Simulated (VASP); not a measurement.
Input:

```yaml
crystal:
  lattice:
    - [3.08043, 0.00000, 0.00000]
    - [0.00000, 3.08043, 0.00000]
    - [0.00000, 0.00000, 3.08043]
  atoms:
    - { symbol: Zn, position: [0.50000, 0.50000, 0.50000] }
    - { symbol: Au, position: [0.00000, 0.00000, 0.00000] }
```

Computed with PBE GGA with D4 dispersion, VASP's PBE PAW potentials (set 64) (plane waves; VASP 6.6.1). Numerical set-up: 520 eV cut-off, 12×12×12 Γ-centred mesh, first-order Methfessel-Paxton smearing of 0.10 eV, potentials Zn Au.

**Question.** The job: AuZn (CsCl type), 2 atoms, PBE-D4, static run, 520 eV, 12×12×12 Γ-centred mesh. Roughly how much core time does it take on a busy server core?

**Answer.** About 10 core-seconds (one run on a shared machine, a rough figure). It had 84 irreducible k-points, 15 bands, up to 840 plane waves and 12 electronic steps.

The compound is AuZn in the CsCl type structure. This cell is one point of a volume scan, at 0.94 of the reference volume.
